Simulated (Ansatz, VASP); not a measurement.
ScF3: VASP beside Ansatz

File INCAR:

```
SYSTEM = ScF3
ALGO     = Normal         ! electronic algorithm
EDIFF    = 1E-6           ! SCF threshold, eV
ENCUT    = 520            ! plane-wave cutoff, eV
GGA      = CA             ! functional
ISIF     = 2              ! what is computed and relaxed
ISMEAR   = 0              ! smearing method
LASPH    = .TRUE.         ! aspherical terms in the spheres
LCHARG   = .FALSE.        ! write CHGCAR
LREAL    = .FALSE.        ! projectors in reciprocal space
LWAVE    = .FALSE.        ! write WAVECAR
NBANDS   = 24             ! bands
NELM     = 100            ! most SCF steps
PREC     = Accurate       ! precision mode
SIGMA    = 0.05           ! smearing width, eV
```

KPOINTS

```
k-points
0
G
  6 6 6
  0 0 0
```

The input POSCAR:

```
ScF3
1.0
    3.6914540000      0.0000000000      0.0000000000
    0.0000000000      3.6914540000      0.0000000000
    0.0000000000      0.0000000000      4.0124500000
Sc F
1 3
Direct
    0.0000000000      0.0000000000      0.0000000000
    0.5000000000      0.0000000000      0.0000000000
    0.0000000000      0.5000000000      0.0000000000
    0.0000000000      0.0000000000      0.5000000000
```

Input for Ansatz:

```yaml
crystal:
  lattice:
    - [3.691454, 0.0, 0.0]
    - [0.0, 3.691454, 0.0]
    - [0.0, 0.0, 4.01245]
  atoms:
    - { symbol: Sc, position: [0.0, 0.0, 0.0] }
    - { symbol: F, position: [0.5, 0.0, 0.0] }
    - { symbol: F, position: [0.0, 0.5, 0.0] }
    - { symbol: F, position: [0.0, 0.0, 0.5] }
basis:
  ecutwfc: 420
kpoints:
  mp_grid: { grid: [6, 6, 6] }
hamiltonian:
  xc: lda
scf:
  occupations: { method: gaussian, width: 0.05 }
output:
  forces: true
  stress: true
  eigenvalues: true
```

Change from the starting cell: strain -0.080 along x and y, +0.000 along z, atoms carried along.

Alike in both runs: task single point; functional LDA; k mesh 6 × 6 × 6; occupations gaussian, width 0.05 eV; no spin polarisation.

|  | VASP | Ansatz |
| --- | --- | --- |
| version | VASP 6.6.1 | Ansatz 0.2.0 |
| potentials or method | VASP PAW LDA potentials, release 64 (Sc_sv, F) | scalar-relativistic, plane waves, PAW |
| plane-wave cutoff (eV) | 520 | 420 |
| valence electrons in the cell | 32 | 32 |

VASP gave:

```
gap on the k mesh at the Fermi level (eV)       : 6.76
least direct gap on the mesh (eV)               : 7.08
pressure (GPa)                                  : 23.5
largest component of the traceless stress (GPa) : 22.29
```

Task: Which values does Ansatz return?

Result: gap on the k mesh at the Fermi level (eV): 6.78; least direct gap on the mesh (eV): 7.11; pressure (GPa): 22.0; largest component of the traceless stress (GPa): 21.61.

Caveats: so large a pressure means that the cell lies far from this level's equilibrium, or that cutoff or potentials fall short (VASP). A k mesh can miss the band edges.
